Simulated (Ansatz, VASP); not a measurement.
# Cross-check of ScAlB4 between VASP and Ansatz, part 2 of 2

Aim: how closely do two programs agree when they are given the same cell, functional and k mesh? The cell is generated by rule, not measured, and may not be a known phase. The cell is taken from a series of runs on this material, whose earlier steps may have relaxed, scaled, displaced or heated it; both programs get it as it stands.

VASP 6.6.1 and Ansatz 0.2.0.

So far: Set-up; Ansatz: relaxation of cell and atoms, LDA; VASP: relaxation of cell and atoms, LDA.

## (3) VASP: relaxation of cell and atoms, LDA (continued)

Level of this step: LDA; plane waves and PAW (Sc_sv, Al, B); invented cell (VASP).

Numbers of over 12 decimals in the logs are rounded to 6 here.

OUTCAR, selected parts (step 3):

```text
ion  position               nearest neighbor table
   1  0.250  0.250  0.250-   6 2.52   5 2.52   4 2.52   3 2.52   3 2.52   3 2.52   4 2.52   4 2.52
                             6 2.52   5 2.52   5 2.52   6 2.52   2 2.59   2 2.59   2 2.59   2 2.59
   2  0.000  0.000  0.000-   5 2.46   6 2.46   4 2.46   6 2.46   4 2.46   5 2.46   3 2.46   3 2.46
                             3 2.46   4 2.46   5 2.46   6 2.46   1 2.59   1 2.59   1 2.59   1 2.59
   3  0.643  0.643  0.643-   4 1.80   5 1.80   6 1.80   2 2.46   2 2.46   2 2.46   1 2.52   1 2.52
                             1 2.52
   4  0.070  0.643  0.643-   3 1.80   5 1.80   6 1.80   2 2.46   2 2.46   2 2.46   1 2.52   1 2.52
                             1 2.52
   5  0.643  0.070  0.643-   3 1.80   4 1.80   6 1.80   2 2.46   2 2.46   2 2.46   1 2.52   1 2.52
                             1 2.52
   6  0.643  0.643  0.070-   3 1.80   4 1.80   5 1.80   2 2.46   2 2.46   2 2.46   1 2.52   1 2.52
                             1 2.52

  LATTYP: Found a face centered cubic cell.
 ALAT       =     5.9874780000

 Subroutine GETGRP returns: Found 24 space group operations
 (whereof 24 operations were pure point group operations)

The static configuration has the point symmetry T_d .

 Found     72 irreducible k-points:

   k-points           NKPTS =     72   k-points in BZ     NKDIM =     72   number of bands    NBANDS=     19

   dimension x,y,z NGX =    32 NGY =   32 NGZ =   32
   dimension x,y,z NGXF=    64 NGYF=   64 NGZF=   64

   ENCUT  =  500.0 eV  36.75 Ry    6.06 a.u.   7.72  7.72  7.72*2*pi/ulx,y,z

   NELECT =      26.0000    total number of electrons

 k-points in reciprocal lattice and weights: Automatic mesh
   0.00000000  0.00000000  0.00000000       0.001
   0.08333333  0.00000000  0.00000000       0.005
   0.16666667  0.00000000  0.00000000       0.005
   0.25000000  0.00000000  0.00000000       0.005
   0.33333333  0.00000000  0.00000000       0.005
   0.41666667  0.00000000  0.00000000       0.005
   0.50000000  0.00000000  0.00000000       0.002
   0.08333333  0.08333333  0.00000000       0.003
   0.16666667  0.08333333  0.00000000       0.014
[...]
-0.33333333  0.50000000  0.16666667       0.007
  -0.25000000  0.50000000  0.25000000       0.003

 average (electrostatic) potential at core
       1 -40.8308       2 -70.8286       3 -29.9439       4 -29.9439       5 -29.9439
       6 -29.9439

 E-fermi :   8.1303

 k-point     1 :       0.0000    0.0000    0.0000
  band No.  band energies     occupation
    ...
     10       5.2079      2.00000
     11       5.2079      2.00000
     12       5.3115      2.00000
     13       5.3115      2.00000
     14       5.3115      2.00000
     15       8.3577     -0.06824
     16      12.7862      0.00000
     17      12.7862      0.00000
     18      12.7862      0.00000
     19      14.8074      0.00000

 k-point     2 :       0.0833    0.0000    0.0000
  band No.  band energies     occupation
    ...
     10       5.0033      2.00000
     11       5.0033      2.00000
     12       5.6478      2.00000
     13       5.7074      2.00000
     14       5.7074      2.00000
     15       8.6791     -0.00073
     16      12.3470      0.00000
     17      12.6721      0.00000
     18      12.6721      0.00000
     19      14.5837      0.00000

 k-point     3 :       0.1667    0.0000    0.0000
  band No.  band energies     occupation
    ...
     10       4.9574      2.00000
     11       4.9574      2.00000
     12       6.2770      2.00000
     13       6.2770      2.00000
     14       6.3316      2.00000
     15       9.5673     -0.00000
     16      11.5336     -0.00000
     17      12.3429      0.00000
     18      12.3429      0.00000
     19      14.3597      0.00000

  Total        0.0014390      0.0014390      0.0014390      0.0000000     -0.0000000     -0.0000000
  in kB        0.0427855      0.0427855      0.0427855      0.0000000     -0.0000000     -0.0000000
  external PRESSURE =       0.0427855 kB  Pullay stress =       0.0000000 kB

  energy-cutoff  :      500.00
  volume of cell :       53.89
      direct lattice vectors                 reciprocal lattice vectors
     0.000000000  2.997907060  2.997907060    -0.166783022  0.166783022  0.166783022
     2.997907060  0.000000000  2.997907060     0.166783022 -0.166783022  0.166783022
     2.997907060  2.997907060  0.000000000     0.166783022  0.166783022 -0.166783022

 POSITION                                       TOTAL-FORCE (eV/Angst)
 -----------------------------------------------------------------------------------
      1.49895      1.49895      1.49895        -0.000000     -0.000000      0.000000
      0.00000      0.00000      0.00000         0.000000      0.000000      0.000000
      3.85939      3.85939      3.85939        -0.000394     -0.000394     -0.000394
      3.85939      2.13642      2.13642        -0.000394      0.000394      0.000394
      2.13642      3.85939      2.13642         0.000394     -0.000394      0.000394
      2.13642      2.13642      3.85939         0.000394      0.000394     -0.000394
 -----------------------------------------------------------------------------------
    total drift:                                0.000653      0.000653      0.000653

  FREE ENERGIE OF THE ION-ELECTRON SYSTEM (eV)
  ---------------------------------------------------
  free  energy   TOTEN  =       -38.4644542916 eV

  energy  without entropy=      -38.4669752404  energy(sigma->0) =      -38.46529461

 reached required accuracy - stopping structural energy minimisation

 total charge
# of ion       s       p       d       tot
------------------------------------------
    1        2.228   6.288   1.553  10.068
    2        0.380   0.382   0.000   0.762
    3        0.657   1.166   0.000   1.823
    4        0.657   1.166   0.000   1.823
    5        0.657   1.166   0.000   1.823
    6        0.657   1.166   0.000   1.823
--------------------------------------------------
tot          5.236  11.336   1.553  18.124

[... 3 further parts left out ...]
```

## (4) Comparison

Known differences besides the potentials themselves: the two LDA forms differ slightly; the cutoff is 420 eV in Ansatz and 500 eV in VASP; VASP's log shows a relativistic correction to its local exchange, Ansatz's none; Ansatz adds a Pulay correction to the stress that steers its cell, VASP none. Total energies have different zeros and are not compared.

Both answers:

| quantity | Ansatz | VASP | difference |
| --- | --- | --- | --- |
| volume (Å³) | 53.71 | 53.89 | -0.34 % |
| edge a after relaxation, in the typed setting (Å) | 4.235 | 4.240 | -0.11 % |

## (5) Summary of results

| Item | Value |
| --- | --- |
| difference in volume (relaxation of cell and atoms, LDA) | -0.34 % |

The difference in volume is -0.34 % (relaxation of cell and atoms, LDA), within the 1.2 % picked in this series as the mark of a large difference, as far as the stopping tolerances let one tell. Such differences can come from data sets, numerical settings and the points named under the comparisons, not from the functional's error against experiment.

[Lines on the potential files, build, host, timing and source positions are cut from VASP's logs without a mark.]

[Logs are printed without paths, hosts, clocks, repeated set-up lines and the standing remarks that a program may print on its own settings, such as how far it seeks lower states.]

[Hosts, paths, dates, database ids (printed as entryN), source tags and the programs' standing remarks are cut or masked in the printed files.]
